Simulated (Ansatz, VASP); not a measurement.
# GaAs in two plane-wave programs

One calculation is typed for both programs; each brings its own data sets. How far apart do they land? The cell is taken from a series of runs on this material, whose earlier steps may have relaxed, scaled, displaced or heated it; both programs get it as it stands.

Calculated with Ansatz 0.2.0; plane waves, with VASP 6.6.1 beside it; relaxation of cell and atoms at r2SCAN.

## Step 1: The starting structure

It takes space group F-43m (No. 216, cubic). The conventional cell has a = 5.665 Å, b = 5.665 Å, c = 5.665 Å, α = 90.00°, β = 90.00°, γ = 90.00°. Nearest to Ga lie 4 As at 2.45 Å. Nearest to As lie 4 Ga at 2.45 Å. Farther neighbours are not listed.

## Step 2: Ansatz: relaxation of cell and atoms, r2SCAN

Ansatz runs on its PAW soft_1 files.

The relaxed volume is the usual yardstick between codes: in a stiff, nearly cubic crystal its relative difference is about their pressure difference at one cell divided by the bulk modulus.

Input file input.yaml:

```yaml
crystal:
  lattice:
    - [0.0, 2.8326412844, 2.8326412844]
    - [2.8326412844, 0.0, 2.8326412844]
    - [2.8326412844, 2.8326412844, 0.0]
  atoms:
    - { symbol: Ga, position: [0.0, 0.0, 0.0] }
    - { symbol: As, position: [0.25, 0.25, 0.25] }
kpoints:
  mp_grid: { grid: [9, 9, 9] }
hamiltonian:
  xc: r2scan
  pseudopotentials: { kind: paw, azcp: { folder: soft_1 } }
scf:
  occupations: { method: fixed }
  lower_state_search: "off"
output:
  forces: true
  stress: true
  eigenvalues: true
relax:
  adjacent_minimum: "off"
  f_tol: 0.001
  max_steps: 60
  cell: { stress_tol: 0.01 }
```

Started as:

```
$ ansatz run input.yaml --threads 18 --pin off --max-ram 92160MiB --backend cuda --events-out ev --progress --plain --runs-dir out --max-vram 78GiB
```

Numbers of over 12 decimals in the logs are rounded to 6 here.

What it wrote:

```text
Engine: ansatz 0.2.0, aarch64-unknown-linux-gnu
Pseudopotentials: kind: paw
Pseudopotential: Ga, paw, valence charge 13, recommended cutoff 500 eV (meta_gga), soft_1/Ga.paw.azcp
Pseudopotential: As, paw, valence charge 15, recommended cutoff 500 eV (meta_gga), soft_1/As.paw.azcp
Functional definition: r2SCAN
  parameter k0 = 0.174
  parameter k1 = 0.065
  parameter a1 = 4.9479
  exchange = r2scan_x(k0 = k0, k1 = k1, a1 = a1)
  correlation = r2scan_c
device memory: the entry about to start is reckoned to put 1.8 GiB on a device that reports 171.9 GiB free (of which the cap on the GPU budget leaves the run 78.0 GiB)
GPU FFT provider: cuFFT
GPU libraries: cuBLAS 13.8.1, cuFFT 12.4.0, cuSOLVER 12.3.2
GPU matrix products: emulated (plane waves: as basis.precision tells), large ones in fixed point in workspaces of 1.00 GiB
Crystal: 2 atoms, lattice volume = 45.457 Å³
Basis set: ecut = 500 eV, 1139 PW (Γ), exchange–correlation on 120×120×120 points (64 copies of the dense FFT grid, shifted against one another)
Bands: 18, of which v1, the nominal top of the filled ones, is band 14 counted from 1 (13 counted from 0)
Symmetry: 24 space group operations
Space group: F-43m (ITA 216), of the structure as read, at distance tolerance 3.6e-5 Å
k-points: 35 of 729 (time reversal used)
Non-local potential: Ga, projectors of the file, l = 0: 2, l = 1: 2, l = 2: 3, l = 3: 1
Non-local potential: As, projectors of the file, l = 0: 2, l = 1: 2, l = 2: 3, l = 3: 1
PAW form: soft (Blöchl's): semilocal exchange-correlation on the pseudo side does not see the compensation charge
PAW frozen core: Ga, regenerated for the run's functional (the file was generated under x = pbe(κ = 0.804, μ = 0.219515), c = pbe(β = 0.066725))
PAW frozen core: As, regenerated for the run's functional (the file was generated under x = pbe(κ = 0.804, μ = 0.219515), c = pbe(β = 0.066725))
PAW one-centre angular grid: Ga, 590 points (default); XC on 160 Gauss nodes
PAW one-centre angular grid: As, 590 points (default); XC on 160 Gauss nodes
Initial density: superposition of atomic densities (chi_scale 0.1, normalization cell, long waves kept (reshape's long-wave potential 0.00 eV rms))
Initial wavefunctions: pseudopotential atomic-orbital guess
GPU buffer pool allocated for 27000 grid points (all kernels)
GPU transforms: local potential and band sums: pruned to the plane-wave sphere, on 30×30×30
Functional: x = r2scan, c = r2scan; τ floored in thin density (d = 2e-4 eV/Å³)
iter 1 solved again at ethr=2.01e-3 eV; its pass at ethr=3.10e-3 eV (dr2=5.63e-1 eV) is discarded
SCF iter   1: F=-8655.725831 eV  HF=-8655.770824 eV  |F-HF|=4.50e-2  |Δ(HF+E_count)|=         —  Δρ=4.88e-2  dr2=5.64e-1  dr2_τ=5.45e-3  ethr=2.01e-3  ⟨swp⟩=1.0  Hψ=4030  notcnv=0  defer=1
preconditioner: auto → none  [insulator: Δε(μ)=0.789 eV  Ē_g=16.552 eV  n_scr=14 (ndim 8)  ℏωp=23.4 eV  f_vac=0.001  ε∞_Penn≈3.0]
SCF iter   2: F=-8655.766208 eV  HF=-8655.767977 eV  |F-HF|=1.77e-3  |Δ(HF+E_count)|=   2.85e-3  Δρ=2.14e-2  dr2=1.06e-1  dr2_τ=6.49e-4  ethr=2.01e-3  ⟨swp⟩=3.0  Hψ=1169  notcnv=0  defer=56
SCF iter   3: F=-8655.754706 eV  HF=-8655.782727 eV  |F-HF|=2.80e-2  |Δ(HF+E_count)|=   1.47e-2  Δρ=7.25e-3  dr2=1.35e-2  dr2_τ=1.45e-4  ethr=3.78e-4  ⟨swp⟩=2.0  Hψ=1166  notcnv=0  defer=59
SCF iter   4: F=-8655.772014 eV  HF=-8655.771994 eV  |F-HF|=1.98e-5  |Δ(HF+E_count)|=   1.07e-2  Δρ=7.86e-4  dr2=1.07e-4  dr2_τ=3.72e-6  ethr=4.84e-5  ⟨swp⟩=2.4  Hψ=1318  notcnv=0  defer=63
SCF iter   5: F=-8655.772022 eV  HF=-8655.772017 eV  |F-HF|=4.74e-6  |Δ(HF+E_count)|=   2.31e-5  Δρ=3.02e-4  dr2=1.67e-5  dr2_τ=5.09e-7  ethr=3.82e-7  ⟨swp⟩=2.0  Hψ=1268  notcnv=0  defer=64
SCF iter   6: F=-8655.772079 eV  HF=-8655.772079 eV  |F-HF|=3.91e-7  |Δ(HF+E_count)|=   6.14e-5  Δρ=5.53e-5  dr2=6.32e-7  dr2_τ=1.05e-8  ethr=5.95e-8  ⟨swp⟩=2.0  Hψ=1068  notcnv=0  defer=27
SCF iter   7: F=-8655.772079 eV  HF=-8655.772079 eV  |F-HF|=1.38e-8  |Δ(HF+E_count)|=   5.25e-7  Δρ=8.35e-6  dr2=2.36e-8  dr2_τ=8.20e-10  ethr=3.57e-10  ⟨swp⟩=7.1  Hψ=3279  notcnv=0
SCF 1 converged in 7 iterations: F = -8655.772079 eV  dr2 = 2.36e-8
  greatest PAW one-centre occupation: 0.999 electrons in one spin orbital (limit 2), on the As atom at site 1 (counted from 0), in its partial waves of l = 2
relax step   1: F+E_penalty+E_count = -8655.77207919 eV  Δ(F+E_penalty+E_count) = +0.000e0 eV  max|allowed force component| = 8.674e-18 eV/Å  Δτ_max = 0.0000 Å  P = +0.008 GPa  Ω = 45.457 Å³  (7 SCF iters, dr2 threshold 1.00e-7 eV, accepted)
device memory: the entry about to start is reckoned to put 1.8 GiB on a device that reports 171.9 GiB free (of which the cap on the GPU budget leaves the run 78.0 GiB)
GPU FFT provider: cuFFT
GPU libraries: cuBLAS 13.8.1, cuFFT 12.4.0, cuSOLVER 12.3.2
GPU matrix products: emulated (plane waves: as basis.precision tells), large ones in fixed point in workspaces of 1.00 GiB
Initial density: handed on by an earlier stage of this run
Initial wavefunctions: pseudopotential atomic-orbital guess (no wavefunctions were taken with the density)
GPU buffer pool allocated for 27000 grid points (all kernels)
GPU transforms: local potential and band sums: pruned to the plane-wave sphere, on 30×30×30
iter 1 solved again at ethr=2.65e-8 eV; its pass at ethr=3.10e-3 eV (dr2=7.42e-6 eV) is discarded
SCF iter   1: F=-8655.772012 eV  HF=-8655.772012 eV  |F-HF|=1.42e-8  |Δ(HF+E_count)|=         —  Δρ=8.33e-6  dr2=2.44e-8  dr2_τ=8.14e-10  ethr=2.65e-8  ⟨swp⟩=3.0  Hψ=4596  notcnv=0  defer=64
preconditioner: auto → none  [insulator: Δε(μ)=0.970 eV  Ē_g=16.175 eV  n_scr=14 (ndim 8)  ℏωp=23.4 eV  f_vac=0.083  ε∞_Penn≈3.1]
SCF iter   2: F=-8655.772079 eV  HF=-8655.772079 eV  |F-HF|=8.37e-11  |Δ(HF+E_count)|=   6.71e-5  Δρ=3.25e-6  dr2=1.90e-9  dr2_τ=6.11e-11  ethr=8.70e-11  ⟨swp⟩=2.8  Hψ=1062  notcnv=0  defer=14
SCF iter   3: F=-8655.772079 eV  HF=-8655.772079 eV  |F-HF|=3.64e-11  |Δ(HF+E_count)|=  2.82e-10  Δρ=1.06e-6  dr2=3.03e-10  dr2_τ=6.92e-12  ethr=6.78e-12  ⟨swp⟩=2.0  Hψ=1120  notcnv=0  defer=14
SCF iter   4: F=-8655.772079 eV  HF=-8655.772079 eV  |F-HF|=9.09e-12  |Δ(HF+E_count)|=  9.09e-11  Δρ=3.73e-7  dr2=3.66e-11  dr2_τ=1.03e-12  ethr=1.08e-12  ⟨swp⟩=2.0  Hψ=1120  notcnv=0  defer=14
SCF iter   5: F=-8655.772079 eV  HF=-8655.772079 eV  |F-HF|=1.82e-12  |Δ(HF+E_count)|=  1.46e-11  Δρ=9.05e-8  dr2=2.29e-12  dr2_τ=2.75e-14  ethr=1.31e-13 (applied; sched 1.00e-12)  ⟨swp⟩=2.0  Hψ=945  notcnv=0  defer=14
SCF iter   6: F=-8655.772079 eV  HF=-8655.772079 eV  |F-HF|=1.82e-12  |Δ(HF+E_count)|=  7.28e-12  Δρ=2.39e-8  dr2=1.74e-13  dr2_τ=8.78e-16  ethr=1.00e-12  ⟨swp⟩=7.3  Hψ=3079  notcnv=0
SCF 2 converged in 6 iterations: F = -8655.772079 eV  dr2 = 1.74e-13
relax step   2: F+E_penalty+E_count = -8655.77207919 eV  Δ(F+E_penalty+E_count) = -7.645e-9 eV  max|allowed force component| = 9.686e-18 eV/Å  Δτ_max = 0.0000 Å  P = +0.008 GPa  Ω = 45.457 Å³  stress off target by 8.30e-3 GPa  SCF on the basis re-selected at this cell (its energy is not comparable with the rows above)  (6 SCF iters)
basis re-selected at this cell: Δ(F+E_penalty+E_count) = -7.645e-9 eV, ΔP = +0.000 GPa vs the last step (what re-selecting the basis moved, of the pressure what is left beyond the Pulay correction that the steps carried, after the strain that the cell walked since its last selection, with what the two solves' SCF thresholds leave and, on support functions, any second-order correction that the steps lacked; it is no m [...]
SCF converged after 6 iterations
Free energy (F): -8655.772079 eV
Harris-Foulkes:  -8655.772079 eV  (|F-HF|=1.82e-12)
Internal energy: -8655.772079 eV  (E = F + TS)
E sigma→0 (E₀):  -8655.772079 eV
Fermi energy:    7.593618 eV
--- Per-component energies (eV) ---
  E_band       = -340.456908
  E_kinetic    = 208.806717
  E_local      = -3669.918562  (includes V_loc(G=0)·N_el)
  E_nonlocal   = -484.159487
  E_hartree    = 2139.588192
  E_xc         = -123.551890
  E_vxc        = -135.921854  (∫ρ·V_xc dr)
  E_paw        = -4031.216355  (= ΣΔE_a)
  E_vpaw       = -545.566496  (= ΣTr[D̂ρ^β])
  E_aug_tail   = 0.000052  (compensation charges beyond the density's cutoff)
  E_vtau       = 7.126321  (kinetic-family band-sum trace: ∫τ·v_τ [+ j·A + Jᵃ·Aᵃ] dr)
  E_ewald      = -2693.210286
  E_core_change = -2.110460  (= ΣΔE_core)
  E_smearing   = -0.000000  (= −TS)
  E_closure    = 0.000000  (closes the sum)
  Σ components = -8655.772079   (vs F -8655.772079, Δ=0.00e0)
--- Forces (eV/Å), atoms counted from 1 ---
  atom   1  Ga    -0.00000000     0.00000000    -0.00000000
  atom   2  As    -0.00000000    -0.00000000    -0.00000000
  max |Σ_I F_I| component: 2.69e-17 eV/Å
--- Stress (GPa, compression-positive) ---
        0.008305      -0.000000      -0.000000
       -0.000000       0.008305       0.000000
       -0.000000       0.000000       0.008305
  P = ⅓ Tr σ = 0.0083 GPa (0.083 kbar)
--- Band table (eV; the first three rows and the last of 35) ---
  k-point 0: bands = [... 10 lower, -5.5654, 7.5936, 7.5936, 7.5936, 8.5636, 11.6455, 11.6455, 11.6455]
  k-point 1: bands = [... 10 lower, -5.4140, 5.9471, 7.3987, 7.3987, 9.4979, 11.9380, 11.9380, 12.0244]
  k-point 2: bands = [... 10 lower, -4.9852, 3.9010, 6.9993, 6.9993, 9.4903, 12.4551, 12.4551, 13.5587]
  k-point 34: bands = [... 10 lower, -2.9931, 0.9081, 3.8712, 4.5100, 12.1719, 12.4826, 13.3297, 15.1045]
--- Relaxed structure (1 steps of the walk, 1 accepted, 1 SCFs on fresh bases) ---
  F+E_penalty+E_count = -8655.77207919 eV   max|allowed force component| = 9.686e-18 eV/Å   (the final SCF, on the basis selected at the relaxed cell)
  cell:  # Å, volume = 45.4574 Å³
    - [0.0, 2.8326412844, 2.8326412844]
    - [2.8326412844, 0.0, 2.8326412844]
    - [2.8326412844, 2.8326412844, 0.0]
  atoms:
    - { symbol: Ga, position: [0.0, 0.0, 0.0] }
    - { symbol: As, position: [0.250000, 0.250000, 0.250000] }
```

[end of part 1 of 2]

[Lines on the potential files, build, host, timing and source positions are cut from VASP's logs without a mark.]

[Logs are printed without paths, hosts, clocks, repeated set-up lines and the standing remarks that a program may print on its own settings, such as how far it seeks lower states.]

[Hosts, paths, dates, database ids (printed as entryN), source tags and the programs' standing remarks are cut or masked in the printed files.]
